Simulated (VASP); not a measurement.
Output of a VASP run:

**OUTCAR**
```
 ion  position               nearest neighbor table
   1  0.333  0.667  0.250-   2 2.21   2 2.21   2 2.21   2 2.21   2 2.21   2 2.21
   2  0.667  0.333  0.750-   1 2.21   1 2.21   1 2.21   1 2.21   1 2.21   1 2.21
  LATTYP: Found a hexagonal cell.
 ALAT       =     2.2694567732
 C/A-ratio  =     1.5671914934
 Subroutine PRICEL returns:
 Original cell was already a primitive cell.
 Subroutine GETGRP returns: Found 24 space group operations
The static configuration has the point symmetry D_3d.
 The point group associated with its full space group is D_6h.
The dynamic configuration has the point symmetry D_3d.
 Subroutine INISYM returns: Found 24 space group operations
 Subroutine IBZKPT returns following result:
 Found    150 irreducible k-points:

 Following reciprocal coordinates:
            Coordinates               Weight
  0.000000  0.000000  0.000000      1.000000
  0.062500 -0.000000  0.000000      6.000000
  0.125000 -0.000000  0.000000      6.000000
  0.187500  0.000000  0.000000      6.000000
  0.250000 -0.000000  0.000000      6.000000
  0.312500 -0.000000  0.000000      6.000000
  0.375000  0.000000  0.000000      6.000000
  0.437500  0.000000  0.000000      6.000000
  0.500000 -0.000000  0.000000      3.000000
  0.062500  0.062500  0.000000      6.000000
  0.125000  0.062500  0.000000     12.000000
  0.187500  0.062500  0.000000     12.000000
  0.250000  0.062500  0.000000     12.000000
  0.312500  0.062500  0.000000     12.000000
  0.375000  0.062500  0.000000     12.000000
  0.437500  0.062500  0.000000     12.000000
  0.125000  0.125000  0.000000      6.000000
  0.187500  0.125000  0.000000     12.000000
  0.250000  0.125000  0.000000     12.000000
  0.312500  0.125000  0.000000     12.000000
  0.375000  0.125000  0.000000     12.000000
  0.437500  0.125000  0.000000      6.000000
  0.187500  0.187500  0.000000      6.000000
  0.250000  0.187500  0.000000     12.000000
  0.312500  0.187500  0.000000     12.000000
  0.375000  0.187500  0.000000     12.000000
  0.250000  0.250000  0.000000      6.000000
  0.312500  0.250000  0.000000     12.000000
  0.375000  0.250000  0.000000      6.000000
  0.312500  0.312500  0.000000      6.000000
  0.000000  0.000000  0.111111      2.000000
  0.062500 -0.000000  0.111111     12.000000
  0.125000 -0.000000  0.111111     12.000000
  0.187500  0.000000  0.111111     12.000000
  0.250000 -0.000000  0.111111     12.000000
  0.312500 -0.000000  0.111111     12.000000
  0.375000  0.000000  0.111111     12.000000
  0.437500  0.000000  0.111111     12.000000
  0.500000 -0.000000  0.111111      6.000000
  0.062500  0.062500  0.111111     12.000000
   k-points           NKPTS =    150   k-points in BZ     NKDIM =    150   number of bands    NBANDS=      6
   number of dos      NEDOS =    301   number of ions     NIONS =      2
   total plane-waves  NPLWV =   9072
   dimension x,y,z NGX =    18 NGY =   18 NGZ =   28
   dimension x,y,z NGXF=    36 NGYF=   36 NGZF=   56
   ions per type =               2
   PREC   = accura    normal or accurate (medium, high low for compatibility)
   ISTART =      0    job   : 0-new  1-cont  2-samecut
   ICHARG =      2    charge: 1-file 2-atom 10-const
   ISPIN  =      1    spin polarized calculation?
   LNONCOLLINEAR =      F non collinear calculations
   LSORBIT =      F    spin-orbit coupling
   INIWAV =      1    electr: 0-lowe 1-rand  2-diag
   ENCUT  =  520.0 eV  38.22 Ry    6.18 a.u.   4.22  4.22  6.61*2*pi/ulx,y,z
   NELM   =    100;   NELMIN=  2; NELMDL= -5     # of ELM steps
   EDIFF  = 0.1E-05   stopping-criterion for ELM
   LREAL  =      F    real-space projection
   NLSPLINE    = F    spline interpolate recip. space projectors
   LMAXMIX     =    2 max onsite mixed and CHGCAR
   VOSKOWN=      0    Vosko Wilk Nusair interpolation
   EDIFFG = -.1E-01   stopping-criterion for IOM
   NSW    =     60    number of steps for IOM
...
```

File OSZICAR:
```
       N       E                     dE             d eps       ncg     rms          rms(c)
DAV:   1    -0.208798386728E+01   -0.20880E+01   -0.17196E+03  1818   0.539E+02
DAV:   2    -0.671687785401E+01   -0.46289E+01   -0.43659E+01  2712   0.602E+01
DAV:   3    -0.675973484902E+01   -0.42857E-01   -0.42559E-01  2370   0.484E+00
DAV:   4    -0.675978028518E+01   -0.45436E-04   -0.45436E-04  2670   0.146E-01
DAV:   5    -0.675978038737E+01   -0.10220E-06   -0.10237E-06  2298   0.276E-03    0.122E+00
DAV:   6    -0.672744717150E+01    0.32333E-01   -0.31401E-03  2262   0.787E-01    0.744E-01
DAV:   7    -0.671480307826E+01    0.12644E-01   -0.39826E-03  2262   0.908E-01    0.289E-02
DAV:   8    -0.671477091585E+01    0.32162E-04   -0.87153E-06  2628   0.493E-02    0.117E-02
DAV:   9    -0.671476847183E+01    0.24440E-05   -0.29113E-06  2136   0.286E-02    0.933E-04
DAV:  10    -0.671476786694E+01    0.60489E-06   -0.35793E-08  1464   0.301E-03
   1 F= -.67147679E+01 E0= -.67147080E+01  d E =-.671477E+01
```

### OUTCAR
```
------------------------ aborting loop because EDIFF is reached ----------------------------------------
  FORCE on cell =-STRESS in cart. coord.  units (eV):
  Direction    XX          YY          ZZ          XY          YZ          ZX
  --------------------------------------------------------------------------------------
  Total        0.0037431      0.0037431      0.0069353      0.0000000     -0.0000000      0.0000000
  in kB        0.3780229      0.3780228      0.7004171      0.0000000     -0.0000000      0.0000000
  external PRESSURE =       0.4854876 kB  Pullay stress =       0.0000000 kB
  volume of cell :       15.86
      direct lattice vectors                 reciprocal lattice vectors
     1.134728460 -1.965407176  0.000000000     0.440634053 -0.254400211  0.000000000
     1.134728460  1.965407176  0.000000000     0.440634053  0.254400211  0.000000000
     0.000000000  0.000000000  3.556673350     0.000000000  0.000000000  0.281161609
 POSITION                                       TOTAL-FORCE (eV/Angst)
 -----------------------------------------------------------------------------------
      1.13473      0.65514      0.88917         0.000000      0.000000      0.000000
      1.13473     -0.65514      2.66751        -0.000000     -0.000000      0.000000
 -----------------------------------------------------------------------------------
    total drift:                                0.000000     -0.000003      0.000005
  FREE ENERGIE OF THE ION-ELECTRON SYSTEM (eV)
  ---------------------------------------------------
  free  energy   TOTEN  =        -6.7147678669 eV

  energy  without entropy=       -6.7145881374  energy(sigma->0) =       -6.71470796

 reached required accuracy - stopping structural energy minimisation
```
(Selected blocks of OUTCAR.)

### POSCAR
```
Be
1
    1.1347284602    -1.9654071759    -0.0000000000
    1.1347284602     1.9654071759    -0.0000000000
    0.0000000000     0.0000000000     3.5566733497
Be
2
Direct
  0.3333330000   0.6666670000   0.2500000000
  0.6666670000   0.3333330000   0.7500000000
```

Problem. Write an INCAR and KPOINTS that could have produced this output.

Solution. Several could match; the one computed here: the input of the run itself, rev-vdW-DF2, plane waves, VASP's PBE PAW potentials (set 64).

KPOINTS:
```
Automatic mesh
0
Gamma
16 16 9
0 0 0
```

**INCAR**
```
! general
SYSTEM  =Be
PREC    =Accurate
ENCUT   =520
LREAL   =.FALSE.
LASPH   =.TRUE.   ! aspherical one-centre terms

! electronic loop
EDIFF   =1E-6   ! SCF stop (eV)
NELM    =100   ! most electronic steps
ALGO    =Normal   ! blocked Davidson

! smearing
ISMEAR  =1   ! Methfessel-Paxton
SIGMA   =0.1   ! width (eV)

! functional
GGA     =MK
LUSE_VDW=.TRUE.
AGGAC   =0.0
PARAM1  =0.1234568
PARAM2  =0.7114
ZAB_VDW =-1.8867

! ions
IBRION  =2
NSW     =60   ! most ionic steps
ISIF    =3
EDIFFG  =-0.01   ! ionic stop

! output
LWAVE   =.FALSE.
LCHARG  =.FALSE.
```

POTCAR, in this order: Be (PBE.64 set). Program: vasp_std.

The compound is Be in the hcp structure. It was relaxed first. The start is the result of an earlier pass.
